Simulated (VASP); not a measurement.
```
CELL_PARAMETERS angstrom
      2.96886     0.00000     0.00000
      0.00000     2.96886     0.00000
      0.00000     0.00000     2.96886
ATOMIC_POSITIONS crystal
  Zn 0.50000 0.50000 0.50000
  Cu 0.00000 0.00000 0.00000
```

Computed with PBE GGA, VASP's PBE PAW potentials (set 64) (plane waves; VASP 6.6.1). Run with 500 eV cut-off, 12×12×12 Γ-centred mesh, first-order Methfessel-Paxton smearing of 0.10 eV, potentials Zn Cu.

Task: What does the run give for the energy per atom (σ→0), band gap (on the k-mesh) with the smallest direct gap where there is one?

Result: 
The band gap (on the k-mesh) is none (metal, semimetal or under 0.01 eV) and the energy per atom (σ→0) is -2.505 eV/atom.

The absolute energy has meaning only against runs of the same code, potentials and settings.

The compound is CuZn in the CsCl type structure. It was relaxed first. The electron count is odd and the run is not spin-polarised, which forces a metal.
